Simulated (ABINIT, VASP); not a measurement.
An input for ABINIT (PBE, norm-conserving pseudopotentials (PseudoDojo nc-sr-05 PBE standard)):

```
# Mg, PseudoDojo nc-sr-05 PBE standard
pp_dirpath "./"
pseudos "Mg.upf"
acell 3*1.0
rprim
         3.0436870372   -5.2718205908    0.0000000000
         3.0436870372    5.2718205908    0.0000000000
         0.0000000000    0.0000000000    9.8801287967
natom 2
ntypat 1
znucl 12
typat 1 1
xcart
         3.0436870372    1.7572735303    2.4700321992
         3.0436870372   -1.7572735303    7.4100965975
ecut 42
occopt 3
tsmear 0.1 eV
nband 15
kptopt 1
ngkpt 12 12 6
nshiftk 1
shiftk 0 0 0
nstep 100
tolvrs 1.0e-12
prtwf 0
prtden 0
enunit 1
```

Problem. Translate it to VASP.

Solution. One set of files that does it:

### KPOINTS
```
Automatic mesh
0
Gamma
12 12 6
0 0 0
```

### INCAR
```
LWAVE=.FALSE.
ALGO=Normal
GGA=PE   # PBE
NELM=100
SIGMA=0.1   # width (eV)
SYSTEM=Mg
LREAL=.FALSE.   # projection in real space or not
LASPH=.TRUE.   # aspherical one-centre terms
PREC=Accurate
ISIF=2
EDIFF=1E-6
ENCUT=300   # plane-wave cut-off (eV)
ISMEAR=-1
LCHARG=.FALSE.
```

File POSCAR:
```
Mg
1
    1.6106500000    -2.7897270000     0.0000000000
    1.6106500000     2.7897270000     0.0000000000
    0.0000000000     0.0000000000     5.2283390000
Mg
2
Direct
  0.3333330000   0.6666670000   0.2500000000
  0.6666670000   0.3333330000   0.7500000000
```

POTCAR, in this order: Mg (PBE.64 set). Program: vasp_std.

The two runs describe the same crystal, functional and task. Each code takes its own potentials, basis and convergence tests.

The structure is a typed Mg crystal (P6_3/mmc). The cell was not relaxed at this level, and its volume differs by -5.9 % from the start's.
